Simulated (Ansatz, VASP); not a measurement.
# Zr3C2Cl2 (Zr3C2Cl2 MXene sheet): VASP beside Ansatz, part 2 of 2

Aim: how closely do two programs agree when they are given the same cell, functional and k mesh? The structure shown is the start of the Ansatz relaxation below; VASP solves that cell, so the two are compared at the walk's first step.

VASP 6.6.1 and Ansatz 0.2.0.

So far. Step 3 (VASP: single point, PBE, start cell, pair 1): The run ends at a pressure of 0.02 GPa, with forces up to 0.017 eV/Å.

### Step 5. Ansatz: relaxation, PBE

Level of this step: Ansatz beside VASP: Kohn-Sham DFT, plane waves, PBE (Ansatz).

The two programs are compared at the cell with which this relaxation starts, whose forces are those of its first step.

The structure compared here is the start of the Ansatz relaxation; VASP solves that cell, so the two are compared at the walk's first step.

input.yaml

```yaml
crystal:
  lattice:
    - [3.4248815642, 0.0, 0.0]
    - [-1.7124407821, 2.9660344396, 0.0]
    - [0.0, 0.0, 37.199999888]
  atoms:
    - { symbol: Cl, position: [0.0, 0.0, 0.1590421202] }
    - { symbol: Zr, position: [0.3333333333, 0.6666666667, 0.2021434671] }
    - { symbol: C, position: [0.6666666667, 0.3333333333, 0.2307633756] }
    - { symbol: Zr, position: [0.0, 0.0, 0.264784947] }
    - { symbol: C, position: [0.3333333333, 0.6666666667, 0.2988065184] }
    - { symbol: Zr, position: [0.6666666667, 0.3333333333, 0.327426427] }
    - { symbol: Cl, position: [0.0, 0.0, 0.3705277739] }
  periodic: [true, true, false]
kpoints:
  mp_grid: { grid: [9, 9, 1] }
hamiltonian:
  xc: pbe
scf:
  occupations: { method: gaussian, width: 0.1 }
output:
  forces: true
  stress: true
  eigenvalues: true
relax:
  adjacent_minimum: "off"
  f_tol: 0.005
  max_steps: 80
  cell: { stress_2d_tol: 0.02 }
```

Launch:

```
> ansatz run input.yaml --threads 4 --pin off --max-ram 16384MiB --backend cpu --events-out ev --progress --plain --runs-dir out
```

Numbers of over 12 decimals in the logs are rounded to 6 here.

What it wrote:

```text
[...]
Crystal: 7 atoms, lattice volume = 401.604 Å³
Basis set: ecut = 420 eV, 7837 PW (Γ), exchange–correlation on 48×48×540 points (8 copies of the dense FFT grid, shifted against one another)
Bands: 36, of which v1, the nominal top of the filled ones, is band 29 counted from 1 (28 counted from 0)
Symmetry: 12 space group operations
[...]
- [-1.708668, 2.959500, 0]
    - [0, 0, 39.534533]
  atoms:
    - { symbol: Cl, position: [-8.572336314118868e-18, 0, 0.139617] }
    - { symbol: Zr, position: [0.333333, 0.666667, 0.185541] }
    - { symbol: C, position: [0.666667, 0.333333, 0.213667] }
    - { symbol: Zr, position: [0, 0, 0.249149] }
    - { symbol: C, position: [0.333333, 0.666667, 0.284631] }
    - { symbol: Zr, position: [0.666667, 0.333333, 0.312757] }
    - { symbol: Cl, position: [8.572336314118868e-18, 0, 0.358681] }
[key lines of the parts left out:]
SCF converged after 6 iterations
Free energy (F): -15221.766052 eV
Fermi energy:    -4.361978 eV
P = ½ c Tr σ = -0.0046 N/m
```

### Step 6. VASP: single point, PBE, start cell, pair 2

The same cell, functional, mesh and smearing now go to VASP, with its own data sets.

INCAR

```
SYSTEM = Zr3C2Cl2
PREC = Accurate
ENCUT = 520
EDIFF = 1E-06
NELM = 120
ISMEAR = 0
SIGMA = 0.1
LREAL = .FALSE.
ALGO = Normal
GGA = PE
NBANDS = 36
LASPH = .TRUE.
LORBIT = 11
LWAVE = .FALSE.
LCHARG = .FALSE.
ISIF = 2
LDIPOL = .TRUE.
IDIPOL = 3
DIPOL = 0.5 0.5 0.249
LVHAR = .TRUE.
GGA_COMPAT = .FALSE.
NELMDL = -8
KPAR = 2
```

POSCAR

```
Zr3C2Cl2
1.0
    3.4248820000      0.0000000000      0.0000000000
   -1.7124410000      2.9660340000      0.0000000000
    0.0000000000      0.0000000000     39.5345330000
Cl Zr C
2 3 2
Direct
    0.0000000000      0.0000000000      0.1496506105
    0.0000000000      0.0000000000      0.3486479276
    0.3333333333      0.6666666667      0.1902067997
    0.0000000000      0.0000000000      0.2491492691
    0.6666666667      0.3333333333      0.3080917384
    0.6666666667      0.3333333333      0.2171366992
    0.3333333333      0.6666666667      0.2811618389
```

KPOINTS

```
Automatic mesh
0
Gamma
9 9 1
0 0 0
```

The projector-augmented-wave data sets are Cl, Zr_sv and C (PBE family, release 64).

Launch:

```
> mpirun -np 2 vasp_std
```

What it wrote:

```text
[... set-up lines as in an earlier step ...]
 entering main loop
       N       E                     dE             d eps       ncg     rms          rms(c)
DAV:   1     0.587916393129E+03    0.58792E+03   -0.27588E+04  1040   0.132E+03
DAV:   2     0.185026822210E+01   -0.58607E+03   -0.57743E+03  1176   0.357E+02
DAV:   3    -0.618121608042E+02   -0.63662E+02   -0.63097E+02  1172   0.105E+02
DAV:   4    -0.668784022680E+02   -0.50662E+01   -0.50564E+01  1544   0.284E+01
[...]
DAV:  25    -0.562606672313E+02   -0.51187E-05   -0.77883E-08   656   0.805E-04    0.167E-04
DAV:  26    -0.562606689591E+02   -0.17278E-05   -0.24583E-08   588   0.528E-04    0.168E-04
DAV:  27    -0.562606698459E+02   -0.88679E-06   -0.12764E-08   560   0.347E-04
   1 F= -.56260670E+02 E0= -.56254524E+02  d E =-.122912E-01
```

From OUTCAR (step 6):

```text
  Total        6.1625059      6.1625025     16.5157328     -0.0000000      0.0000000      0.0000000
  in kB       24.5849640     24.5849505     65.8885694     -0.0000000      0.0000000      0.0000000
  external PRESSURE =      38.3528280 kB  Pullay stress =       0.0000000 kB

 POSITION                                       TOTAL-FORCE (eV/Angst)
 -----------------------------------------------------------------------------------
      0.00000      0.00000      5.91637         0.000000      0.000000     -1.987245
      0.00000      0.00000     13.78363        -0.000000      0.000000      1.987245
     -0.00000      1.97736      7.51974        -0.000000     -0.000000      0.023972
      0.00000      0.00000      9.85000        -0.000000      0.000000     -0.000000
      1.71244      0.98868     12.18026         0.000000      0.000000     -0.023972
      1.71244      0.98868      8.58440        -0.000000     -0.000000     -0.417515
     -0.00000      1.97736     11.11560         0.000000     -0.000000      0.417515
 -----------------------------------------------------------------------------------
    total drift:                               -0.000000     -0.000000     -0.000089

  FREE ENERGIE OF THE ION-ELECTRON SYSTEM (eV)
  ---------------------------------------------------
  free  energy   TOTEN  =       -56.2606698459 eV

  energy  without entropy=      -56.2483786211  energy(sigma->0) =      -56.25452423

[... 1 part as in an earlier step ...]

[... 2 further parts left out ...]
[key lines of the parts left out:]
E-fermi :  -0.4281
```

The run ends at a pressure of 3.84 GPa, with forces up to 2.0 eV/Å.

### Step 7. Side by side

Forces (eV/Å; atoms numbered as in POSCAR):

```tsv
atom	Ansatz x, y, z	VASP x, y, z
Cl1	0.000, 0.000, -1.975	0.000, 0.000, -1.987
Cl2	0.000, 0.000, 1.975	0.000, 0.000, 1.987
Zr3	0.000, 0.000, 0.029	0.000, 0.000, 0.024
Zr4	0.000, 0.000, 0.000	0.000, 0.000, 0.000
Zr5	0.000, 0.000, -0.029	0.000, 0.000, -0.024
C6	0.000, 0.000, -0.415	0.000, 0.000, -0.418
C7	0.000, 0.000, 0.415	0.000, 0.000, 0.418
```

The forces differ by 4.0 meV/Å r.m.s., which is 0.6 % of the r.m.s. force of 0.627 eV/Å (both taken over all components). With vacuum in the cell, a pressure given here is an average over mostly empty space and none of the material.

### Step 8. What came out

```
r.m.s. force difference (single point, PBE, start cell, pair 1) : 4.2 meV/Å
r.m.s. force difference (single point, PBE, start cell, pair 2) : 0.64 % of the r.m.s. force
```

What this shows: The r.m.s. force difference is 4.2 meV/Å (single point, PBE, start cell, pair 1), within the 12 meV/Å picked in this series as the mark of a large difference. 2 further runs of this series are not shown here. Such differences can come from data sets, numerical settings and the points named under the comparisons, not from the functional's error against experiment.

[Lines on the potential files, build, host, timing and source positions are cut from VASP's logs without a mark.]

[Logs are printed without paths, hosts, clocks, repeated set-up lines and the standing remarks that a program may print on its own settings, such as how far it seeks lower states.]

[Hosts, paths, dates, database ids (printed as entryN), source tags and the programs' standing remarks are cut or masked in the printed files.]
